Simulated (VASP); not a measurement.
Here is the system:

```
GaN
1.0
    1.58260    -2.74114     0.00000
    1.58260     2.74114     0.00000
    0.00000     0.00000     5.15382
Ga N
2 2
Direct
  0.66667   0.33333   0.50030
  0.33333   0.66667   0.00030
  0.66667   0.33333   0.87670
  0.33333   0.66667   0.37670
```

Computed with MS2 meta-GGA, VASP's PBE PAW potentials (set 64) (plane waves; VASP). Run with 520 eV cut-off, 9×9×5 Γ-centred mesh, tetrahedra with Blöchl corrections, potentials Ga_d N.

The cores are frozen, which limits the accuracy of field gradients.

**Question.** Give the principal components of the electric field gradient (V/Å²) and the asymmetry η at each nucleus.

**Answer.** 
| atom | Vxx | Vyy | Vzz | η |
|---|---|---|---|---|
| Ga1 | -1.7 | -1.7 | 3.5 | 0.00 |
| Ga2 | -1.7 | -1.7 | 3.5 | 0.00 |
| N3 | -0.6 | -0.6 | 1.1 | 0.00 |
| N4 | -0.6 | -0.6 | 1.1 | 0.00 |

The compound is GaN in the wurtzite structure. It was relaxed first.
